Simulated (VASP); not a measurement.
Crystal: MgBe.

```
CELL_PARAMETERS angstrom
2.39955 0.00000 0.00000
-1.19977 2.07807 0.00000
0.00000 0.00000 4.90091
ATOMIC_POSITIONS crystal
Mg 0.00000 0.00000 0.04335
Be 0.00000 0.00000 0.59051
```

The cell was built by a generator and needn't be a form met in nature.

- Program: VASP 6.6.1
- Task: relaxation of cell and atoms
- Functional: LAK
- Potentials or basis: VASP PAW PBE potentials, release 64 (Mg, Be)
- Cutoff: 600 eV
- k mesh: 13 × 13 × 6
- Occupations: methfessel-paxton, width 0.1 eV
- Spin: no spin polarisation

At the start: pressure 33.8 GPa; volume 12.22 Å³/atom.

Question: Where does the relaxation end?

Answer: Over 11 steps the energy falls by 492.3 meV/atom and the volume is 17.10 Å³/atom (+39.9 %); space group P6/mmm (No. 191, to 0.05 Å).

Step by step:
| step | energy change (eV) | largest force (eV/Å) | pressure (GPa) | volume (Å³) |
| --- | --- | --- | --- | --- |
| 1 | 0.0000 | 1.8585 | 33.78 | 24.44 |
| 2 | -0.9722 | 0.2342 | -0.91 | 34.69 |
| 3 | -0.9726 | 0.2684 | -0.33 | 34.28 |
| 4 | -0.9793 | 0.1565 | -0.11 | 34.11 |
| 5 | -0.9832 | 0.0177 | 0.28 | 33.89 |
| 6 | -0.9834 | 0.0286 | 0.44 | 33.81 |
| 7 | -0.9843 | 0.0368 | 0.16 | 34.08 |
| 8 | -0.9843 | 0.0360 | 0.18 | 34.05 |
| 9 | -0.9845 | 0.0187 | -0.03 | 34.19 |
| 10 | -0.9845 | 0.0166 | -0.06 | 34.20 |
| 11 | -0.9845 | 0.0042 | -0.04 | 34.20 |

Final structure:
```
Mg Be
1.0
     2.71139    0.00000    0.00000
    -1.35570    2.34814    0.00000
     0.00000    0.00000    5.37090
Mg Be
1 1
Direct
  0.00000 0.00000 0.06702
  0.00000 0.00000 0.56683
```

Caveat: the volume moved by over 15 % at a fixed basis, so the end points are rough; the PAW data sets were made with another functional, which shifts forces and pressure a little.
